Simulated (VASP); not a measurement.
Given:

```
AlTi3C
1.0
    4.14130     0.00000     0.00000
    0.00000     4.14130     0.00000
    0.00000     0.00000     4.14130
Ti Al C
3 1 1
Direct
  0.50000   0.50000   0.00000
  0.00000   0.50000   0.50000
  0.50000   0.00000   0.50000
  0.00000   0.00000   0.00000
  0.50000   0.50000   0.50000
```

These are PBEsol GGA, VASP's PBE PAW potentials (set 64) (plane waves; VASP 6.6.1) values and carry that method's errors. Numerical set-up: 520 eV cut-off, Gaussian smearing of 0.050 eV, potentials Ti_sv Al C.

Q: What does the run give for the band gap (along the path) with the smallest direct gap where there is one?

A: 
```yaml
band gap (along the path): none (metal, semimetal or under 0.01 eV)
```

Total energies compare only between runs with the same potentials, cut-off and functional.

The structure comes from a computed database's Ti3AlC entry (Pm-3m); how it stands against other phases isn't given here. It was relaxed first. The electron count is odd and the run is not spin-polarised, which forces a metal.
